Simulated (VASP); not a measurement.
# PtF2 (Fm-3m) in VASP: a series of runs

One crystal, PtF2, is run at these levels: PBE+U, LDA+U; tasks: single point.

All numbers are computed with VASP 6.6.1; they aren't measurements. Logs are shortened: lines on timing, memory, paths and dates and some standing lists are left out, and cuts for length are marked.

### Step 1. The structure

It takes space group Fm-3m (No. 225, cubic). The conventional cell has a = 5.105 Å, b = 5.105 Å, c = 5.105 Å, α = 90.00°, β = 90.00°, γ = 90.00°. Pt (site symmetry m-3m) is surrounded by 8 F at 2.21 Å. F (site symmetry -43m) has 4 Pt at 2.21 Å as nearest neighbours.

The cell comes from a database or a generator and needn't be the stable form of this composition.

### Step 2. Single point, PBE+U, collinear spin, random start

INCAR reads:

```
  PREC = Accurate
  ENCUT = 520
  EDIFF = 1E-7
  ISMEAR = 0
  SIGMA = 0.05
  LREAL = False
  LASPH = True
  NELM = 60
  ALGO = Normal
  ISIF = 2
  LWAVE = False
  LCHARG = True
  ISPIN = 2
  MAGMOM = 0.36 0 0
  LORBIT = 11
  LMAXMIX = 4
  LDAU = True
  LDAUTYPE = 2
  LDAUL = 2 -1
  LDAUU = 3 0
  LDAUJ = 0 0
  LDAUPRINT = 1
  GGA = PE
  LELF = True
  LVHAR = True
```

KPOINTS reads:

```
Automatic mesh
0
Gamma
  6 6 6
```

POSCAR reads:

```
PtF2
1.0
    0.0000000000      2.5525506100      2.5525506100
    2.5525506100      0.0000000000      2.5525506100
    2.5525506100      2.5525506100      0.0000000000
Pt F
1 2
Direct
    0.0000000000      0.0000000000      0.0000000000
    0.2500000000      0.2500000000      0.2500000000
    0.7500000000      0.7500000000      0.7500000000
```

Potentials or basis: VASP PAW PBE potentials, release 64 (Pt, F).

Command:

```bash
$ cat potpaw_PBE.64/Pt/POTCAR potpaw_PBE.64/F/POTCAR > POTCAR
$ mpirun -np 1 vasp_std > vasp.out
```

OUTCAR:

```text
PREC = Accurate
   ENCUT = 520
   EDIFF = 1E-7
   ISMEAR = 0
   LREAL = False
   LASPH = True
   NELM = 60
   ISIF = 2
   ISPIN = 2
   LORBIT = 11
   GGA = PE

 ion  position               nearest neighbor table
   1  0.000  0.000  0.000-   3 2.21   3 2.21   3 2.21   2 2.21   3 2.21   2 2.21   2 2.21   2 2.21

   2  0.250  0.250  0.250-   1 2.21   1 2.21   1 2.21   1 2.21
   3  0.750  0.750  0.750-   1 2.21   1 2.21   1 2.21   1 2.21

  LATTYP: Found a face centered cubic cell.
 ALAT       =     5.1051012200

  Lattice vectors:

 A1 = (   0.0000000000,   2.5525506100,   2.5525506100)
 A2 = (   2.5525506100,   0.0000000000,   2.5525506100)
 A3 = (   2.5525506100,   2.5525506100,   0.0000000000)

Analysis of symmetry for initial positions (statically):
=====================================================================
 Subroutine PRICEL returns:
 Original cell was already a primitive cell.

 Routine SETGRP: Setting up the symmetry group for a
 face centered cubic supercell.

 Subroutine GETGRP returns: Found 48 space group operations
 (whereof 48 operations were pure point group operations)
 out of a pool of 48 trial point group operations.

The static configuration has the point symmetry O_h .

Analysis of symmetry for dynamics (positions and initial velocities):
=====================================================================
 Subroutine PRICEL returns:
 Original cell was already a primitive cell.

 Routine SETGRP: Setting up the symmetry group for a
 face centered cubic supercell.

 Subroutine GETGRP returns: Found 48 space group operations
 (whereof 48 operations were pure point group operations)
 out of a pool of 48 trial point group operations.

The dynamic configuration has the point symmetry O_h .

Analysis of structural, dynamic, and magnetic symmetry:
=====================================================================
 Subroutine PRICEL returns:
 Original cell was already a primitive cell.

 Routine SETGRP: Setting up the symmetry group for a
 face centered cubic supercell.

 Subroutine GETGRP returns: Found 48 space group operations
 (whereof 48 operations were pure point group operations)
 out of a pool of 48 trial point group operations.

The overall configuration has the point symmetry O_h .

 Subroutine INISYM returns: Found 48 space group operations
 (whereof 48 operations are pure point group operations),
 and found     1 'primitive' translations

----------------------------------------------------------------------------------------

                                     Primitive cell

  volume of cell :      33.2624

  direct lattice vectors                    reciprocal lattice vectors
     0.000000000  2.552550610  2.552550610    -0.195882502  0.195882502  0.195882502
     2.552550610  0.000000000  2.552550610     0.195882502 -0.195882502  0.195882502
     2.552550610  2.552550610  0.000000000     0.195882502  0.195882502 -0.195882502

  length of vectors
     3.609851691  3.609851691  3.609851691     0.339278446  0.339278446  0.339278446

  position of ions in fractional coordinates (direct lattice)
     0.000000000  0.000000000  0.000000000
     0.250000000  0.250000000  0.250000000
     0.750000000  0.750000000  0.750000000

  ion indices of the primitive-cell ions
   primitive index   ion index
                 1           1
                 2           2
                 3           3

----------------------------------------------------------------------------------------

 KPOINTS: Automatic mesh

Automatic generation of k-mesh.
 Grid dimensions read from file:
 generate k-points for:    6    6    6

 Generating k-lattice:

  Cartesian coordinates                     Fractional coordinates (reciprocal lattice)
    -0.032647084  0.032647084  0.032647084     0.166666667  0.000000000  0.000000000
     0.032647084 -0.032647084  0.032647084     0.000000000  0.166666667  0.000000000
     0.032647084  0.032647084 -0.032647084     0.000000000  0.000000000  0.166666667

  Length of vectors
     0.056546408  0.056546408  0.056546408

  Shift w.r.t. Gamma in fractional coordinates (k-lattice)
     0.000000000  0.000000000  0.000000000

 Subroutine IBZKPT returns following result:
 ===========================================

 Found     16 irreducible k-points:

 Following reciprocal coordinates:
            Coordinates               Weight
  0.000000  0.000000  0.000000      1.000000
  0.166667  0.000000  0.000000      8.000000
  0.333333  0.000000  0.000000      8.000000
  0.500000  0.000000  0.000000      4.000000
  0.166667  0.166667  0.000000      6.000000
  0.333333  0.166667  0.000000     24.000000
[... 8 lines left out ...]
 -0.333333  0.333333  0.166667     24.000000
 -0.333333  0.500000  0.166667     12.000000
   k-points           NKPTS =     16   k-points in BZ     NKDIM =     16   number of bands    NBANDS=     16
   number of dos      NEDOS =    301   number of ions     NIONS =      3
   total plane-waves  NPLWV =  21952
   dimension x,y,z NGX =    28 NGY =   28 NGZ =   28
   dimension x,y,z NGXF=    56 NGYF=   56 NGZF=   56
   ions per type =               1   2
   NGX,Y,Z   is equivalent  to a cutoff of  12.89, 12.89, 12.89 a.u.
   NGXF,Y,Z  is equivalent  to a cutoff of  25.79, 25.79, 25.79 a.u.
 SYSTEM =  unknown system
   PREC   = accura    normal or accurate (medium, high low for compatibility)
   ISTART =      0    job   : 0-new  1-cont  2-samecut
   ICHARG =      2    charge: 1-file 2-atom 10-const
   ISPIN  =      2    spin polarized calculation?
   LNONCOLLINEAR =      F non collinear calculations
   LSORBIT =      F    spin-orbit coupling
   LASPH  =      T    aspherical Exc in radial PAW
   ENCUT  =  520.0 eV  38.22 Ry    6.18 a.u.   6.71  6.71  6.71*2*pi/ulx,y,z
   NELM   =     60;   NELMIN=  2; NELMDL= -5     # of ELM steps
   EDIFF  = 0.1E-06   stopping-criterion for ELM
   LREAL  =      F    real-space projection
   EDIFFG = 0.1E-05   stopping-criterion for IOM
   NSW    =      0    number of steps for IOM
   IBRION =     -1    ionic relax: 0-MD 1-quasi-New 2-CG
   NFREE  =      0    steps in history (QN), initial steepest desc. (CG)
   ISIF   =      2    stress and relaxation
   ISYM   =      2    0-nonsym 1-usesym 2-fastsym
   POTIM  = 0.5000    time-step for ionic-motion
   TEBEG  =    0.0;   TEEND  =   0.0 temperature during run
   PSTRESS=    0.0 pullay stress
   NELECT =      24.0000    total number of electrons
   NUPDOWN=      -1.0000    fix difference up-down
   EMIN   =  10.00;   EMAX   =-10.00  energy-range for DOS
   EFERMI =   0.00;   METHOD = LEGACY
   ISMEAR =     0;   SIGMA  =   0.05  broadening in eV -4-tet -1-fermi 0-gaus
   EFERMI_NEDOS =   21; number of points for ismear=-14 and -15
   IALGO  =     38    algorithm
   IMIX   =      4    mixing-type and parameters
     AMIX     =   0.40;   BMIX     =  1.00
     AMIX_MAG =   1.60;   BMIX_MAG =  1.00
  volume/ion in A,a.u.               =      11.09        74.82
  Fermi-wavevector in a.u.,A,eV,Ry     =   1.468343  2.774766 29.334589  2.156032
  Thomas-Fermi vector in A             =   2.583852
   LORBIT       =     11    0 simple, 1 ext, 2 COOP (PROOUT), +10 PAW based schemes
 LDA+U is selected, type is set to LDAUTYPE =  2
   angular momentum for each species LDAUL =     2   -1
   U (eV)           for each species LDAUU =   3.0  0.0
   J (eV)           for each species LDAUJ =   0.0  0.0
   GGA     = PE    functional components
   LHFCALC =     F    Hartree Fock is set to
   AEXX    =    0.0000 exact exchange contribution
   IVDW    =     0    specifies the selected vdW correction
   LEPSILON=     F    determine dielectric tensor
   LRPA    =     F    only Hartree local field effects (RPA)
 spin polarized calculation
 Gauss-broadening in eV      SIGMA  =   0.05
  energy-cutoff  :      520.00
  volume of cell :       33.26
 maximum number of plane-waves:       934
   NGX = 13   NGY = 13   NGZ = 13

atom =   1  type =  1  l = 2

 onsite density matrix

spin component  1

  1.0067 -0.0000  0.0000 -0.0000  0.0000
 -0.0000  1.0067 -0.0000  0.0000 -0.0000
  0.0000 -0.0000  0.9539  0.0000 -0.0000
 -0.0000  0.0000  0.0000  1.0067 -0.0000
  0.0000 -0.0000 -0.0000 -0.0000  0.9539

spin component  2

  0.4863 -0.0000 -0.0000  0.0000 -0.0000
 -0.0000  0.4863 -0.0000 -0.0000  0.0000
 -0.0000 -0.0000  0.9443  0.0000  0.0000
  0.0000 -0.0000  0.0000  0.4863 -0.0000
 -0.0000  0.0000  0.0000 -0.0000  0.9443

 occupancies and eigenvectors

  o =  0.4863  v =  0.0000  0.0000  0.0000  0.0000  0.0000  1.0000  0.0000  0.0000  0.0000  0.0000      0.0000  0.0000  0.0000  0.0000  0.0000  0.0000  0.0000  0.0000  0.0000  0.0000
  o =  0.4863  v =  0.0000  0.0000  0.0000  0.0000  0.0000  0.0000 -0.9909  0.0000  0.1347  0.0000      0.0000  0.0000  0.0000  0.0000  0.0000  0.0000  0.0000  0.0000  0.0000  0.0000
  o =  0.4863  v =  0.0000  0.0000  0.0000  0.0000  0.0000  0.0000 -0.1347 -0.0000 -0.9909  0.0000      0.0000  0.0000  0.0000  0.0000  0.0000  0.0000  0.0000  0.0000  0.0000  0.0000
  o =  0.9443  v =  0.0000  0.0000  0.0000  0.0000  0.0000  0.0000  0.0000  0.9198 -0.0000 -0.3924      0.0000  0.0000  0.0000  0.0000  0.0000  0.0000  0.0000  0.0000  0.0000  0.0000
  o =  0.9443  v =  0.0000  0.0000  0.0000  0.0000  0.0000  0.0000 -0.0000 -0.3924 -0.0000 -0.9198      0.0000  0.0000  0.0000  0.0000  0.0000  0.0000  0.0000  0.0000  0.0000  0.0000
  o =  0.9539  v =  0.0000 -0.0000 -0.9871  0.0000 -0.1601  0.0000  0.0000  0.0000  0.0000  0.0000      0.0000  0.0000  0.0000  0.0000  0.0000  0.0000  0.0000  0.0000  0.0000  0.0000
  o =  0.9539  v =  0.0000  0.0000 -0.1601 -0.0000  0.9871  0.0000  0.0000  0.0000  0.0000  0.0000      0.0000  0.0000  0.0000  0.0000  0.0000  0.0000  0.0000  0.0000  0.0000  0.0000
  o =  1.0067  v =  1.0000  0.0000  0.0000  0.0000  0.0000  0.0000  0.0000  0.0000  0.0000  0.0000      0.0000  0.0000  0.0000  0.0000  0.0000  0.0000  0.0000  0.0000  0.0000  0.0000
  o =  1.0067  v =  0.0000 -0.9998  0.0000 -0.0178  0.0000  0.0000  0.0000  0.0000  0.0000  0.0000      0.0000  0.0000  0.0000  0.0000  0.0000  0.0000  0.0000  0.0000  0.0000  0.0000
  o =  1.0067  v =  0.0000  0.0178 -0.0000 -0.9998 -0.0000  0.0000  0.0000  0.0000  0.0000  0.0000      0.0000  0.0000  0.0000  0.0000  0.0000  0.0000  0.0000  0.0000  0.0000  0.0000

 number of electron      23.9999986 magnetization       2.0088895

 Free energy of the ion-electron system (eV)
  ---------------------------------------------------
  ext. energy  EPLUGINS =         0.00000000
  ---------------------------------------------------
  free energy    TOTEN  =        -8.62996760 eV

  energy without entropy =       -8.62881808  energy(sigma->0) =       -8.62939284

 E-fermi :   6.7111     XC(G=0): -11.6343

 val. band max:        6.6811517168   @ k =   0.3333   0.3333   0.0000
 cond. band min:       6.7502239383   @ k =   0.5000   0.3333   0.1667
 fundamental gap:      0.0690722215
 Fermi energy:         6.7111444258

 spin component 1

 k-point     1 :       0.0000    0.0000    0.0000
  band No.  band energies     occupation
      1     -19.3511      1.00000
      2     -17.7852      1.00000
      3      -2.9141      1.00000
      4      -2.9141      1.00000
      5      -2.9141      1.00000
      6       1.0655      1.00000
[... 280 lines left out ...]
      2     -18.4573      1.00000
      3      -2.8173      1.00000
      4      -1.7786      1.00000
      5      -0.9116      1.00000
      6      -0.5249      1.00000
[... 8 lines left out ...]
     15      15.8566      0.00000
     16      15.9916      0.00000
 Fermi energy:         6.7111444258

 spin component 2

 k-point     1 :       0.0000    0.0000    0.0000
  band No.  band energies     occupation
      1     -18.9573      1.00000
      2     -17.3540      1.00000
      3      -1.7809      1.00000
      4      -1.7809      1.00000
      5      -1.7806      1.00000
      6       1.4914      1.00000
[... 281 lines left out ...]
      3      -2.4520      1.00000
      4      -1.4176      1.00000
      5      -0.3843      1.00000
      6       0.4060      1.00000
[... 8 lines left out ...]
     15      16.1575      0.00000
     16      16.1631      0.00000

------------------------ aborting loop because EDIFF is reached ----------------------------------------

  FORCE on cell =-STRESS in cart. coord.  units (eV):
  Direction    XX          YY          ZZ          XY          YZ          ZX
  --------------------------------------------------------------------------------------
  -------------------------------------------------------------------------------------
  Total        7.4338694      7.4338694      7.4338694      0.0000000      0.0000000      0.0000000
  in kB      358.0737044    358.0737044    358.0737044      0.0000000      0.0000000      0.0000000
  external PRESSURE =     358.0737044 kB  Pullay stress =       0.0000000 kB

 VOLUME and BASIS-vectors are now :
 -----------------------------------------------------------------------------
  energy-cutoff  :      520.00
  volume of cell :       33.26
      direct lattice vectors                 reciprocal lattice vectors
     0.000000000  2.552550610  2.552550610    -0.195882502  0.195882502  0.195882502
     2.552550610  0.000000000  2.552550610     0.195882502 -0.195882502  0.195882502
     2.552550610  2.552550610  0.000000000     0.195882502  0.195882502 -0.195882502

 POSITION                                       TOTAL-FORCE (eV/Angst)
 -----------------------------------------------------------------------------------
      0.00000      0.00000      0.00000         0.000000     -0.000000      0.000000
      1.27628      1.27628      1.27628         0.000000      0.000000      0.000000
      3.82883      3.82883      3.82883        -0.000000     -0.000000     -0.000000
 -----------------------------------------------------------------------------------
    total drift:                                0.000000      0.000000      0.000000

  FREE ENERGIE OF THE ION-ELECTRON SYSTEM (eV)
  ---------------------------------------------------
  free  energy   TOTEN  =        -8.6299675958 eV

  energy  without entropy=       -8.6288180838  energy(sigma->0) =       -8.62939284

 total charge

# of ion       s       p       d       tot
------------------------------------------
    1        0.368   0.375   8.226   8.968
    2        1.758   4.311   0.000   6.069
    3        1.758   4.311   0.000   6.069
--------------------------------------------------
tot          3.883   8.997   8.226  21.106

 magnetization (x)

# of ion       s       p       d       tot
------------------------------------------
    1        0.005   0.004   1.577   1.586
    2        0.004   0.214   0.000   0.218
    3        0.004   0.214   0.000   0.218
--------------------------------------------------
tot          0.012   0.433   1.577   2.022
```

Run time: 24 s. Hardware: 1 thread of AMD EPYC 7R43 (Zen 3), shared host; peak memory 0.14 GiB.

Results:

```
Free energy                                           : -8.6300 eV
Pressure                                              : 35.8 GPa
Band gap on the k mesh                                : none (metal or under the smearing width)
Net moment                                            : 2.01 μB per cell
Site moments                                          : Pt +1.59; F +0.22 μB
Valence electrons inside the program's atomic spheres : Pt 8.97; F 6.07
```

Levels at points of the mesh, in eV from the Fermi level:
Spin up:
| k point | band 9 | band 10 | band 11 | band 12 | band 13 | band 14 | band 15 | band 16 |
| --- | --- | --- | --- | --- | --- | --- | --- | --- |
| (0.00, 0.00, 0.00) | -4.08 | -4.08 | -0.76 | -0.76 | -0.76 | -0.06 | 11.09 | 11.09 |
| (0.50, 0.00, 0.00) | -3.91 | -3.91 | -3.68 | -1.14 | -1.14 | 4.74 | 6.26 | 13.91 |
| (0.50, 0.50, 0.00) | -3.79 | -3.58 | -3.57 | -1.89 | -1.89 | 5.85 | 7.95 | 10.05 |
Spin down:
```tsv
k point	band 8	band 9	band 10	band 11	band 12	band 13	band 14	band 15
(0.00, 0.00, 0.00)	-5.22	-3.43	-3.43	0.32	1.50	1.50	1.50	11.26
(0.50, 0.00, 0.00)	-6.20	-2.99	-2.99	-0.87	0.95	0.95	5.32	6.43
(0.50, 0.50, 0.00)	-4.74	-2.96	-2.91	-1.02	0.35	0.35	6.47	8.18
```

Eigenvalues of the final occupation matrices:
| site | spin | trace | eigenvalues |
| --- | --- | --- | --- |
| site 1 d | 1 | 4.93 | 0.95 0.95 1.01 1.01 1.01 |
| site 1 d | 2 | 3.35 | 0.49 0.49 0.49 0.94 0.94 |

Caveat: a pressure of tens of GPa on the cell as given is suspect, and the run, the potentials or the cell itself is likely at fault.

(Part 1 of 2 ends here.)
